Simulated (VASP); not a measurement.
Set up this calculation in VASP 6.6.1, as the native input.

```yaml
Task: single point
Functional: PBEsol
Potentials_or_basis: VASP PAW PBE potentials, release 64 (La, Zn)
Cutoff: 520 eV
k_mesh: 3 × 3 × 2
Occupations: methfessel-paxton, width 0.15 eV
Spin: no spin polarisation
Dipole_correction: no
Further_INCAR_settings: ALGO = Fast; EDIFF = 1e-06; NBANDS = 63
```

The structure of La2Zn7 (a cell with a defect) lies in POSCAR:

```
La2Zn7
1.0
    3.1712563300      5.1580434100      0.0000000000
    3.1712563300     -5.1580434100      0.0000000000
    0.0000000000      0.0000000000     -6.1244262600
La Zn
2 7
Direct
    0.7337018590      0.2643155419      0.7417439295
    0.2640422911      0.7339479912      0.2488907426
    0.1412919615      0.8525564292      0.7456546632
    0.3918960102      0.6168146291      0.7351629049
    0.6166935392      0.3922435088      0.2555031171
   -0.1477020725      0.1414616435      0.2449380458
    0.7858356243      0.7861287587      0.4953938330
    0.7733307918      0.7735514181     -0.0047566905
    0.2216377520      0.2218804797      0.4953139888
```

One way to write it, as run:

INCAR

```
SYSTEM = La2Zn7
PREC = Accurate
ENCUT = 520
EDIFF = 1E-6
ISMEAR = 1
SIGMA = 0.15
LREAL = .FALSE.
LASPH = .TRUE.
NELM = 100
ALGO = Fast
ISIF = 2
LWAVE = .FALSE.
LCHARG = .FALSE.
GGA = PS
NBANDS = 63
```

KPOINTS

```
Automatic mesh
0
G
  3 3 2
  0 0 0
```

Potentials or basis: VASP PAW PBE potentials, release 64 (La, Zn).

Launch:

```sh
$ cat potpaw_PBE.64/La/POTCAR potpaw_PBE.64/Zn/POTCAR > POTCAR
$ mpirun -np 1 vasp_std > vasp.out
```

It gave:

The pressure is -4.0 GPa, the largest force is 0.023 eV/Å and the band gap on the k mesh is none (metal or under the smearing width).

Caveat: the k mesh is coarse (spacing up to 0.51 Å⁻¹), so the values aren't converged; the PAW data sets were made with another functional, which shifts forces and pressure a little.

It took 8.8 min on 1 thread of Intel(R) Xeon(R) Platinum 8488C (Sapphire Rapids), on a shared host, peak memory 0.38 GiB.
